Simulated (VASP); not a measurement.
Calculation: r2SCAN+rVV10, VASP's PBE PAW potentials (set 64) (plane waves; VASP).

VASP input:

**INCAR**
```
# general
SYSTEM    =  Ti
PREC      =  Accurate
ENCUT     =  520
LREAL     =  F
LASPH     =  T

# electronic loop
EDIFF     =  1E-6
NELM      =  100
ALGO      =  Normal
LMAXMIX   =  4
LMIXTAU   =  T

# smearing
ISMEAR    =  1
SIGMA     =  0.1

# functional
METAGGA   =  R2SCAN
LUSE_VDW  =  T
BPARAM    =  11.95
CPARAM    =  0.0093

# ions
IBRION    =  2
NSW       =  60
ISIF      =  3
EDIFFG    =  -0.01

# output
LWAVE     =  F
LCHARG    =  F
```

**KPOINTS**
```
Automatic mesh
0
Gamma
13 13 7
0 0 0
```

File POSCAR:
```
Ti
1
    1.4661835844    -2.5395045191    -0.0000000000
    1.4661835844     2.5395045191    -0.0000000000
   -0.0000000000    -0.0000000000     4.6264098904
Ti
2
Direct
  0.3333330000   0.6666670000   0.2500000000
  0.6666670000   0.3333330000   0.7500000000
```

POTCAR, in this order: Ti_sv (PBE.64 set). Program: vasp_std.

Output of the run:

OSZICAR:
```
       N       E                     dE             d eps       ncg     rms          rms(c)
DAV:   1     0.245737840950E+03    0.24574E+03   -0.14065E+04  2688   0.192E+03
DAV:   2    -0.268577452944E+01   -0.24842E+03   -0.24704E+03  2776   0.512E+02
DAV:   3    -0.326750942317E+02   -0.29989E+02   -0.29795E+02  5312   0.144E+02
DAV:   4    -0.340233189251E+02   -0.13482E+01   -0.13478E+01  2768   0.326E+01
DAV:   5    -0.341019648768E+02   -0.78646E-01   -0.78645E-01  4480   0.547E+00    0.147E+01
DAV:   6    -0.266283799014E+02    0.74736E+01   -0.20989E+01  3360   0.616E+01    0.199E+00
DAV:   7    -0.240617142017E+02    0.25667E+01   -0.31083E+00  4384   0.141E+01    0.247E+00
DAV:   8    -0.249113287140E+02   -0.84961E+00   -0.65597E-01  3632   0.527E+00    0.191E+00
DAV:   9    -0.254313723663E+02   -0.52004E+00   -0.71016E-01  2688   0.111E+01    0.177E+00
DAV:  10    -0.253485954049E+02    0.82777E-01   -0.23140E-01  3152   0.557E+00    0.394E-01
DAV:  11    -0.253534575663E+02   -0.48622E-02   -0.11115E-02  3768   0.938E-01    0.259E-01
DAV:  12    -0.253482549856E+02    0.52026E-02   -0.17389E-02  3608   0.124E+00    0.855E-02
DAV:  13    -0.253483899023E+02   -0.13492E-03   -0.19349E-03  3256   0.485E-01    0.349E-02
DAV:  14    -0.253480456943E+02    0.34421E-03   -0.51825E-04  3160   0.229E-01    0.119E-02
DAV:  15    -0.253481529262E+02   -0.10723E-03   -0.14389E-04  2952   0.146E-01    0.651E-03
DAV:  16    -0.253481668827E+02   -0.13956E-04   -0.31203E-05  4232   0.487E-02    0.869E-03
DAV:  17    -0.253481678071E+02   -0.92441E-06   -0.35863E-07  1816   0.701E-03
   1 F= -.25348168E+02 E0= -.25348079E+02  d E =-.253482E+02
```

File OUTCAR:
```
------------------------ aborting loop because EDIFF is reached ----------------------------------------
  FORCE on cell =-STRESS in cart. coord.  units (eV):
  Direction    XX          YY          ZZ          XY          YZ          ZX
  --------------------------------------------------------------------------------------
  Total        0.0118627      0.0118627      0.0139601      0.0000000      0.0000000      0.0000000
  in kB        0.5516726      0.5516726      0.6492131      0.0000000      0.0000000      0.0000000
  external PRESSURE =       0.5841861 kB  Pullay stress =       0.0000000 kB
  volume of cell :       34.45
      direct lattice vectors                 reciprocal lattice vectors
     1.466183584 -2.539504519  0.000000000     0.341021415 -0.196888801  0.000000000
     1.466183584  2.539504519  0.000000000     0.341021415  0.196888801  0.000000000
     0.000000000  0.000000000  4.626409890     0.000000000  0.000000000  0.216150325
 POSITION                                       TOTAL-FORCE (eV/Angst)
 -----------------------------------------------------------------------------------
      1.46618      0.84650      1.15660        -0.000000      0.000000      0.000000
      1.46618     -0.84650      3.46981         0.000000     -0.000000      0.000000
 -----------------------------------------------------------------------------------
    total drift:                                0.000184      0.001061     -0.000018
  FREE ENERGIE OF THE ION-ELECTRON SYSTEM (eV)
  ---------------------------------------------------
  free  energy   TOTEN  =       -25.3481678071 eV

  energy  without entropy=      -25.3479006994  energy(sigma->0) =      -25.34807877

 reached required accuracy - stopping structural energy minimisation
```
(Selected blocks of OUTCAR.)

The compound is Ti in the hcp structure. It was relaxed first. The start is the result of an earlier pass.
